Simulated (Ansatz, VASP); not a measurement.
# AlN in two plane-wave programs

One calculation is typed for both programs; each brings its own data sets. How far apart do they land? The cell is taken from a series of runs on this material, whose earlier steps may have relaxed, scaled, displaced or heated it; both programs get it as it stands.

Method: plane waves, with VASP 6.6.1 beside it; single point at HSE06, in Ansatz 0.2.0.

## (1) Set-up

Symmetry: P6_3mc, No. 186, hexagonal system. The conventional cell has a = 3.120 Å, b = 3.120 Å, c = 10.110 Å, α = 90.00°, β = 90.00°, γ = 120.00°. Nearest to Al lie 4 N at 1.90 to 1.92 Å. Al has 4 N at 1.90 to 1.91 Å nearest. N has 4 Al at 1.91 to 1.92 Å nearest. N has 4 Al at 1.90 Å nearest. Farther neighbours and most contacts between anions are not listed.

## (2) Ansatz: single point, HSE06

Ansatz runs on its PAW soft_1 files.

A single point gives forces, pressure and levels at one fixed geometry, so differences don't come from the geometry; what else differs is listed under the comparison.

Contents of input.yaml:

```yaml
crystal:
  lattice:
    - [3.1202290047, 0.0, 0.0]
    - [-1.5601145023, 2.7021975837, 0.0]
    - [0.0, 0.0, 10.1102215084]
  atoms:
    - { symbol: Al, position: [0.0, 0.0, -0.0012500118] }
    - { symbol: Al, position: [0.3333333333, 0.6666666667, 0.2498254965] }
    - { symbol: Al, position: [0.0, 0.0, 0.4987499882] }
    - { symbol: Al, position: [0.6666666667, 0.3333333333, 0.7498254965] }
    - { symbol: "N", position: [0.0, 0.0, 0.1882176634] }
    - { symbol: "N", position: [0.3333333333, 0.6666666667, 0.4382068519] }
    - { symbol: "N", position: [0.0, 0.0, 0.6882176634] }
    - { symbol: "N", position: [0.6666666667, 0.3333333333, 0.9382068519] }
kpoints:
  mp_grid: { grid: [6, 6, 2] }
  band_path:
    path:
      - [0.0, 0.0, 0.0]
      - [0.5, 0.0, 0.0]
      - [0.33333333, 0.33333333, 0.0]
      - [0.0, 0.0, 0.5]
      - [0.5, 0.0, 0.5]
      - [0.33333333, 0.33333333, 0.5]
    npoints: 1
hamiltonian:
  xc: hse06
  pseudopotentials: { kind: paw, azcp: { folder: soft_1 } }
scf:
  occupations: { method: fixed }
  n_extra_bands: 6
output:
  eigenvalues: true
```

Run with:

```
ansatz run input.yaml --threads 4 --pin off --max-ram 17510MiB --backend cpu --events-out ev --progress --plain --runs-dir out
```

Numbers of over 12 decimals in the logs are rounded to 6 here.

Output:

```text
scf.n_extra_bands = 6 over 16 filled bands (N_el = 32.0): the run solves 22 bands
Engine: ansatz 0.2.0, aarch64-unknown-linux-gnu
Pseudopotentials: kind: paw
Pseudopotential: Al, paw, valence charge 3, recommended cutoff 420 eV (normal), soft_1/Al.paw.azcp
Pseudopotential: N, paw, valence charge 5, recommended cutoff 420 eV (normal), soft_1/N.paw.azcp
Functional definition: HSE06
  parameter a = 0.25
  parameter omega = 0.11/bohr
  exchange = pbe_x - a*pbe_x_sr(omega) + a*exact_x_sr(omega)
  correlation = pbe_c
davidson cushion auto → on  (no smearing: the cushion is to keep the highest requested band from converging to the state above it; pin scf.eigensolver.cushion to override)
Crystal: 8 atoms, lattice volume = 85.244 Å³
Basis set: ecut = 420 eV, 1653 PW (Γ)
Bands: 22, of which v1, the nominal top of the filled ones, is band 16 counted from 1 (15 counted from 0)
Symmetry: 12 space group operations
Space group: P63mc (ITA 186), of the structure as read, at distance tolerance 4.4e-5 Å
k-points: 14 of 72
Non-local potential: Al, projectors of the file, l = 0: 2, l = 1: 2, l = 2: 1
Non-local potential: N, projectors of the file, l = 0: 2, l = 1: 2, l = 2: 1
PAW form: soft (Blöchl's): semilocal exchange-correlation on the pseudo side does not see the compensation charge
PAW frozen core: Al, regenerated for the run's functional, and the local potential with it (the file was generated under x = pbe(κ = 0.804, μ = 0.219515), c = pbe(β = 0.066725))
PAW frozen core: N, regenerated for the run's functional, and the local potential with it (the file was generated under x = pbe(κ = 0.804, μ = 0.219515), c = pbe(β = 0.066725))
PAW one-centre angular grid: Al, 110 points (default); XC on 64 Gauss nodes
PAW one-centre angular grid: N, 110 points (default); XC on 64 Gauss nodes
Initial density: superposition of atomic densities (chi_scale 0.1, normalization cell, long waves kept (reshape's long-wave potential 0.00 eV rms))
Initial wavefunctions: pseudopotential atomic-orbital guess
Functional: x = pbe(κ = 0.804, μ = 0.219515), c = pbe(β = 0.066725), warm-up for x = pbe(κ = 0.804, μ = 0.219515) + 0.25 (exact − pbe) at short range (hse, ω = 0.207870 Å⁻¹), c = pbe(β = 0.066725); HSE06 as pw.x's `hse` composes it (authors' and Libxc's form: `xc: wpbeh`)
SCF iter   1: F=—  HF=-3702.550278 eV  |F-HF|=—  |Δ(HF+E_count)|=         —  Δρ=1.36e-1  dr2=1.94e1  ethr=1.00e-1  ⟨swp⟩=4.4  Hψ=1194  notcnv=0
preconditioner: auto → none  [insulator: Δε(μ)=5.257 eV  Ē_g=13.413 eV  n_scr=6 (ndim 8)  ℏωp=22.8 eV  f_vac=0.000]
SCF iter   2: F=—  HF=-3697.795434 eV  |F-HF|=—  |Δ(HF+E_count)|=    4.75e0  Δρ=7.68e-2  dr2=3.06e0  ethr=6.07e-2  ⟨swp⟩=3.1  Hψ=903  notcnv=0  defer=1
iter 3 solved again at ethr=7.60e-4 eV; its pass at ethr=9.57e-3 eV (dr2=2.43e-1 eV) is discarded
SCF iter   3: F=—  HF=-3696.953285 eV  |F-HF|=—  |Δ(HF+E_count)|=   8.42e-1  Δρ=2.40e-2  dr2=2.41e-1  ethr=7.60e-4  ⟨swp⟩=2.6  Hψ=1527  notcnv=0  defer=2
SCF iter   4: F=—  HF=-3696.928846 eV  |F-HF|=—  |Δ(HF+E_count)|=   2.44e-2  Δρ=3.67e-3  dr2=5.98e-3  ethr=7.52e-4  ⟨swp⟩=2.1  Hψ=687  notcnv=0  defer=1
SCF iter   5: F=-3696.926533 eV  HF=-3696.927675 eV  |F-HF|=1.14e-3  |Δ(HF+E_count)|=   1.17e-3  Δρ=1.92e-3  dr2=1.53e-3  ethr=1.87e-5  ⟨swp⟩=4.9  Hψ=945  notcnv=0
SCF 1 stopped early in 5 iterations: F = -3696.926533 eV  dr2 = 1.53e-3
  greatest PAW one-centre occupation: 0.789 electrons in one spin orbital (limit 2), on the N atom at site 6 (counted from 0), in its partial waves of l = 0
Initial density: handed on by an earlier stage of this run
Initial wavefunctions: those handed on with the density
Functional: x = pbe(κ = 0.804, μ = 0.219515) + 0.25 (exact − pbe) at short range (hse, ω = 0.207870 Å⁻¹), c = pbe(β = 0.066725); HSE06 as pw.x's `hse` composes it (authors' and Libxc's form: `xc: wpbeh`)
Exchange kernel: α = 0.2500, screened, ω = 0.2079 Å⁻¹, Wigner–Seitz truncation, v(0) = 1043.5021 eV·Å³, q-mesh 6×6×2, nearest image of the exchange supercell L = 18.72 Å, pair-density grid 15×15×48, without the augmentation charges, whose exchange is taken in its separable form by FFT convolution over the k-point mesh (sized by the pseudopotential files, 20×20×72 at the most), smooth part of the exact exchange by density-matrix convolution
Frozen-core exchange: fock
SCF iter   1: F=—  HF=-3698.728832 eV  |F-HF|=—  |Δ(HF+E_count)|=         —  Δρ=4.88e-3  dr2=1.49e-2  ethr=4.79e-5  ⟨swp⟩=6.5  Hψ=1397  notcnv=0
preconditioner: auto → none  [insulator: Δε(μ)=5.250 eV  Ē_g=14.223 eV  n_scr=6 (ndim 8)  ℏωp=22.8 eV  f_vac=0.000]
SCF iter   2: F=—  HF=-3698.723526 eV  |F-HF|=—  |Δ(HF+E_count)|=   5.31e-3  Δρ=1.80e-3  dr2=2.20e-3  ethr=4.22e-5  ⟨swp⟩=2.0  Hψ=686  notcnv=0
SCF iter   3: F=—  HF=-3698.733816 eV  |F-HF|=—  |Δ(HF+E_count)|=   1.03e-2  Δρ=1.24e-3  dr2=5.94e-4  ethr=3.88e-6  ⟨swp⟩=4.1  Hψ=1059  notcnv=0
SCF iter   4: F=—  HF=-3698.733608 eV  |F-HF|=—  |Δ(HF+E_count)|=   2.08e-4  Δρ=2.08e-4  dr2=5.67e-5  ethr=1.78e-6  ⟨swp⟩=3.0  Hψ=820  notcnv=0
SCF iter   5: F=-3698.733729 eV  HF=-3698.733734 eV  |F-HF|=5.30e-6  |Δ(HF+E_count)|=   1.26e-4  Δρ=1.19e-4  dr2=1.08e-5  ethr=1.25e-7  ⟨swp⟩=4.1  Hψ=1036  notcnv=0
SCF 2 stopped early in 5 iterations: F = -3698.733729 eV  dr2 = 1.08e-5
  greatest PAW one-centre occupation: 0.789 electrons in one spin orbital (limit 2), on the N atom at site 7 (counted from 0), in its partial waves of l = 0
hybrid outer 1: dexx = +1.205e-2 eV, tail = 3.45e-5 eV
Exchange kernel: α = 0.2500, screened, ω = 0.2079 Å⁻¹, Wigner–Seitz truncation, v(0) = 1043.5021 eV·Å³, q-mesh 6×6×2, nearest image of the exchange supercell L = 18.72 Å, pair-density grid 15×15×48, without the augmentation charges, whose exchange is taken in its separable form by FFT convolution over the k-point mesh (sized by the pseudopotential files, 20×20×72 at the most), smooth part of the exact exchange by density-matrix convolution
Frozen-core exchange: fock
SCF iter   1: F=—  HF=-3698.733625 eV  |F-HF|=—  |Δ(HF+E_count)|=         —  Δρ=6.06e-5  dr2=3.35e-6  ethr=5.39e-7  ⟨swp⟩=2.5  Hψ=696  notcnv=0
preconditioner: auto → none  [insulator: Δε(μ)=5.267 eV  Ē_g=14.228 eV  n_scr=6 (ndim 8)  ℏωp=22.8 eV  f_vac=0.000]
iter 2 solved again at ethr=4.92e-10 eV; its pass at ethr=9.15e-9 eV (dr2=1.57e-7 eV) is discarded
SCF iter   2: F=—  HF=-3698.733624 eV  |F-HF|=—  |Δ(HF+E_count)|=   7.06e-7  Δρ=1.53e-5  dr2=1.85e-7  ethr=4.92e-10  ⟨swp⟩=2.9  Hψ=1602  notcnv=0
SCF iter   3: F=-3698.733624 eV  HF=-3698.733624 eV  |F-HF|=8.38e-9  |Δ(HF+E_count)|=   2.45e-8  Δρ=3.78e-6  dr2=4.07e-8  ethr=4.92e-10  ⟨swp⟩=3.0  Hψ=913  notcnv=0
SCF 3 converged in 3 iterations: F = -3698.733624 eV  dr2 = 4.07e-8
  greatest PAW one-centre occupation: 0.789 electrons in one spin orbital (limit 2), on the N atom at site 5 (counted from 0), in its partial waves of l = 0
hybrid outer 2: dexx = +2.153e-7 eV, tail = 8.64e-8 eV, Δε = 2.70e-3 eV (about 2.18e-4 eV left of the loop's levels)
NSCF: frozen V_eff on 6 k-points
hybrid SCF converged: 2 outer / 8 inner (+5 warm-up), last move |dexx| = 2.15e-7 eV, tail = 8.64e-8 eV
Stability not checked: this state was not tested for a lower state beside it, because the functional holds exact exchange (a hybrid, or Hartree-Fock), whose exchange loop this test does not read (fock_operator; see scf.lower_state_search)
Free energy (F): -3698.733624 eV
Frozen-core exchange: fock
Harris-Foulkes:  -3698.733624 eV  (|F-HF|=8.38e-9)
Internal energy: -3698.733624 eV  (E = F + TS)
E sigma→0 (E₀):  -3698.733624 eV
Fermi energy:    5.901987 eV
--- Per-component energies (eV) ---
  E_band       = 10.388967
  E_kinetic    = 625.079998
  E_local      = -845.863479  (includes V_loc(G=0)·N_el)
  E_nonlocal   = 173.571750
  E_hartree    = 313.082939
  E_xc         = -320.857993
  E_vxc        = -343.636816  (∫ρ·V_xc dr)
  E_exx        = -71.360847  (= α·E_x^exact, valence–valence)
  E_paw        = -2395.458198  (= ΣΔE_a)
  E_vpaw       = -82.211739  (= ΣTr[D̂ρ^β])
  E_aug_tail   = 0.003462  (compensation charges beyond the density's cutoff)
  E_ewald      = -1176.663278
  E_core_change = -0.267979  (= ΣΔE_core)
  E_smearing   = -0.000000  (= −TS)
  E_closure    = 0.000000  (closes the sum)
  Σ components = -3698.733624   (vs F -3698.733624, Δ=-4.55e-13)
--- Band table (eV; the first three rows and the last of 14) ---
  k-point 0: bands = [... 12 lower, 5.5239, 5.8035, 5.8035, 5.9020, 11.2582, 13.5266, 13.8198, 14.2454, ... 2 higher]
  k-point 1: bands = [... 12 lower, 5.7096, 5.7096, 5.7096, 5.7096, 12.2475, 12.2475, 14.2362, 14.2362, ... 2 higher]
  k-point 2: bands = [... 12 lower, 5.1902, 5.2317, 5.7199, 5.7484, 12.6251, 13.8684, 14.2380, 15.4137, ... 2 higher]
  k-point 13: bands = [... 12 lower, 4.3925, 4.3925, 4.5290, 4.5290, 12.8339, 12.8339, 14.9619, 14.9619, ... 2 higher]
```

In the SCF lines HF is the Harris–Foulkes energy and dr2 the Hartree energy of the density residual, in eV; the loop may stop once dr2 is under the threshold and the program's other checks hold. Hψ counts applications of the Hamiltonian.

## (3) VASP: single point, HSE06

The same cell, functional and mesh now go to VASP, with its own data sets.

Lines of VASP's logs that name or quote its potential files are left out, and so is its time.

The run reads the wave functions of an earlier VASP run, which isn't shown here.

Contents of INCAR:

```
SYSTEM = AlN
PREC = Accurate
ENCUT = 520
EDIFF = 1E-06
NELM = 100
ISMEAR = 0
SIGMA = 0.01
LREAL = .FALSE.
ALGO = Normal
LHFCALC = .TRUE.
AEXX = 0.25
GGA = PE
HFSCREEN = 0.208
LASPH = .TRUE.
NBANDS = 24
PRECFOCK = Fast
LORBIT = 11
LWAVE = .FALSE.
LCHARG = .FALSE.
KPAR = 8
ISIF = 2
```

Contents of POSCAR:

```
AlN
1.0
    3.1202290047      0.0000000000      0.0000000000
   -1.5601145023      2.7021975837      0.0000000000
    0.0000000000      0.0000000000     10.1102215084
Al N
4 4
Direct
    0.0000000000      0.0000000000      0.9987499882
    0.3333333333      0.6666666667      0.2498254965
    0.0000000000      0.0000000000      0.4987499882
    0.6666666667      0.3333333333      0.7498254965
    0.0000000000      0.0000000000      0.1882176634
    0.3333333333      0.6666666667      0.4382068519
    0.0000000000      0.0000000000      0.6882176634
    0.6666666667      0.3333333333      0.9382068519
```

Contents of KPOINTS:

```
Automatic mesh
0
Gamma
6 6 2
0 0 0
```

The projector-augmented-wave data sets are Al and N (PBE family, release 64).

Run with:

```
mpirun -np 8 vasp_std
```

Output:

```text
[banner, memory and clock lines left out]
running    8 mpi-ranks, on    1 nodes
 distrk:  each k-point on    1 cores,    8 groups
 distr:  one band on    1 cores,    1 groups

 POSCAR found type information on POSCAR AlN
 POSCAR found :  2 types and       8 ions
|                                                                             |
|           W    W    AA    RRRRR   N    N  II  N    N   GGGG   !!!           |
|           W    W   A  A   R    R  NN   N  II  NN   N  G    G  !!!           |
|           W    W  A    A  R    R  N N  N  II  N N  N  G       !!!           |
|           W WW W  AAAAAA  RRRRR   N  N N  II  N  N N  G  GGG   !            |
|           WW  WW  A    A  R   R   N   NN  II  N   NN  G    G                |
|           W    W  A    A  R    R  N    N  II  N    N   GGGG   !!!           |
|                                                                             |
|     For optimal performance we recommend to set                             |
|       NCORE = 2 up to number-of-cores-per-socket                            |
|     NCORE specifies how many cores store one orbital (NPAR=cpu/NCORE).      |
|     This setting can greatly improve the performance of VASP for DFT.       |
|     The default, NCORE=1 might be grossly inefficient on modern             |
|     multi-core architectures or massively parallel machines. Do your        |
|     Unfortunately you need to use the default for GW and RPA                |
|     calculations (for HF NCORE is supported but not extensively tested      |
|     yet).                                                                   |
|                                                                             |

 LDA part: xc-table for (Slater+PW92), standard interpolation
 found WAVECAR, reading the header
 POSCAR, INCAR and KPOINTS ok, starting setup
 FFT: planning ... GRIDC
 FFT: planning ... GRID_SOFT
 FFT: planning ... GRID
 reading WAVECAR
 the WAVECAR file was read successfully
 initial charge from wavefunction
 entering main loop
       N       E                     dE             d eps       ncg     rms          rms(c)
DAV:   1    -0.696336290290E+02   -0.69634E+02   -0.18793E+00   928   0.785E+00    0.170E+01
DAV:   2    -0.696469623774E+02   -0.13333E-01   -0.42990E-02   848   0.139E+00    0.115E+01
DAV:   3    -0.696445398951E+02    0.24225E-02   -0.10183E-03   840   0.224E-01    0.699E+00
DAV:   4    -0.696436183174E+02    0.92158E-03   -0.39656E-04   800   0.110E-01    0.414E+00
DAV:   5    -0.696433380762E+02    0.28024E-03   -0.88285E-05   840   0.556E-02    0.242E+00
DAV:   6    -0.696432401624E+02    0.97914E-04   -0.24214E-05   888   0.356E-02    0.139E+00
DAV:   7    -0.696432071877E+02    0.32975E-04   -0.94035E-06   840   0.225E-02    0.802E-01
DAV:   8    -0.696431973179E+02    0.98698E-05   -0.25742E-06   632   0.123E-02    0.468E-01
DAV:   9    -0.696431943945E+02    0.29234E-05   -0.13617E-06   560   0.881E-03    0.270E-01
DAV:  10    -0.696431937389E+02    0.65560E-06   -0.54706E-07   480   0.521E-03
   1 F= -.69643194E+02 E0= -.69643194E+02  d E =-.319934E-11
```

(Part 1 of 2 ends here.)

[Lines on the potential files, build, host, timing and source positions are cut from VASP's logs without a mark.]

[Logs are printed without paths, hosts, clocks, repeated set-up lines and the standing remarks that a program may print on its own settings, such as how far it seeks lower states.]

[Hosts, paths, dates, database ids (printed as entryN), source tags and the programs' standing remarks are cut or masked in the printed files.]
